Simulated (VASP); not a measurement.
Input of a VASP 6.6.1 run:

run.py

```python
from ase.calculators.vasp import Vasp
from ase.dft.bandgap import bandgap
from ase.spacegroup import crystal

atoms = crystal(
    ['Ti', 'K', 'Mg', 'Mg', 'Mg', 'Mg'],
    basis=[[0.0, 0.5, 0.416136], [0.5, 0.5, 0.083667], [0.5, 0.5, 0.576621], [0.5, 0.2317335, 0.8400995], [0.0, 0.5, 0.906311], [0.0, 0.2384135, 0.1685335]],
    spacegroup=38,
    setting=1,
    cellpar=[5.280924, 6.650702, 11.27942, 90.0, 90.0, 90.0],
    primitive_cell=True,
)
calc = Vasp(
    directory='calc',
    xc='pbe',
    pp='PBE',
    setups='minimal',
    prec='Accurate',
    encut=500,
    ediff=1e-06,
    ismear=0,
    sigma=0.1,
    lreal=False,
    lasph=True,
    nelm=100,
    algo='Fast',
    isif=2,
    lwave=False,
    lcharg=True,
    lelf=True,
    lvhar=True,
    kpts=[5, 5, 5],
    gamma=True,
    nbands=22,
)
atoms.calc = calc

print('energy (eV):', atoms.get_potential_energy())
print('free energy (eV):', atoms.get_potential_energy(force_consistent=True))
print('forces (eV/A):')
print(atoms.get_forces())
print('stress (eV/A^3, Voigt):', atoms.get_stress())
print('Fermi level (eV):', calc.get_fermi_level())
gap, top, bottom = bandgap(calc)
print('band gap (eV):', gap, 'from (spin, k, band)', top, 'to', bottom)
```

Potentials or basis: VASP PAW PBE potentials, release 64 (Mg, Ti, K_pv).

Run with:

```sh
$ python run.py
```

Question: Estimate the pressure.

Answer: -0.5 GPa.

Question: What does it give for the largest force?

Answer: 0.086 eV/Å.

Question: What does it give for the band gap on the k mesh?

Answer: None (metal or under the smearing width).

Forces in eV/Å, atoms in the order of the input:
```
Mg   0.000  0.000  0.054
Mg   0.000  0.076 -0.041
Mg   0.000 -0.076 -0.041
Mg   0.000  0.000 -0.024
Ti   0.000  0.000  0.010
K    0.000  0.000 -0.002
Mg   0.000 -0.041  0.022
Mg   0.000  0.041  0.022
```
